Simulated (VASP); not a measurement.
Consider the following.

```xyz
2
Lattice="1.2451 -2.1566 0.0000 1.2451 2.1566 0.0000 0.0000 0.0000 4.0232" Properties=species:S:1:pos:R:3 pbc="T T T"
Co     1.2451     0.7189     1.0058
Co     1.2451    -0.7189     3.0174
```

These are PBE GGA with spin-orbit coupling, VASP's PBE PAW potentials (set 64) (plane waves; VASP) values and carry that method's errors. Settings: 400 eV cut-off, 15×15×8 Γ-centred mesh, Gaussian smearing of 0.050 eV, potentials Co. Starting moments (MAGMOM): 0 0 1.6 0 0 1.6.

Task: Give the energies of bands 11 to 24 at the high-symmetry points, in eV from the Fermi level.

Result: 
```json
[
 {"band": "11", "Γ": "-1.89", "M": "-1.84", "K": "-1.92", "A": "-1.52", "L": "-1.05", "H": "-1.93"},
 {"band": "12", "Γ": "-1.03", "M": "-1.10", "K": "-1.39", "A": "-1.52", "L": "-1.05", "H": "-1.84"},
 {"band": "13", "Γ": "-0.95", "M": "-1.00", "K": "-1.31", "A": "-1.16", "L": "-0.59", "H": "-1.72"},
 {"band": "14", "Γ": "-0.86", "M": "-0.68", "K": "-0.94", "A": "-1.16", "L": "-0.59", "H": "-1.68"},
 {"band": "15", "Γ": "-0.85", "M": "-0.58", "K": "-0.87", "A": "-1.13", "L": "-0.03", "H": "-0.77"},
 {"band": "16", "Γ": "-0.75", "M": "-0.58", "K": "-0.80", "A": "-1.13", "L": "-0.03", "H": "-0.74"},
 {"band": "17", "Γ": "-0.63", "M": "-0.53", "K": "-0.28", "A": "-1.00", "L": "0.28", "H": "-0.21"},
 {"band": "18", "Γ": "-0.49", "M": "1.21", "K": "0.90", "A": "-1.00", "L": "0.28", "H": "-0.10"},
 {"band": "19", "Γ": "-0.18", "M": "1.31", "K": "0.97", "A": "-0.95", "L": "1.31", "H": "1.09"},
 {"band": "20", "Γ": "-0.11", "M": "1.36", "K": "1.10", "A": "-0.95", "L": "1.31", "H": "1.12"},
 {"band": "21", "Γ": "-0.11", "M": "1.38", "K": "4.50", "A": "0.72", "L": "1.62", "H": "5.71"},
 {"band": "22", "Γ": "-0.05", "M": "2.58", "K": "5.29", "A": "0.72", "L": "1.62", "H": "5.75"},
 {"band": "23", "Γ": "1.04", "M": "3.34", "K": "5.31", "A": "0.76", "L": "2.25", "H": "6.37"},
 {"band": "24", "Γ": "1.12", "M": "4.34", "K": "5.34", "A": "0.76", "L": "2.25", "H": "6.38"}
]
```

It has no gap at this level: it comes out as a metal or semimetal.

The compound is Co in the hcp structure. It was relaxed first.
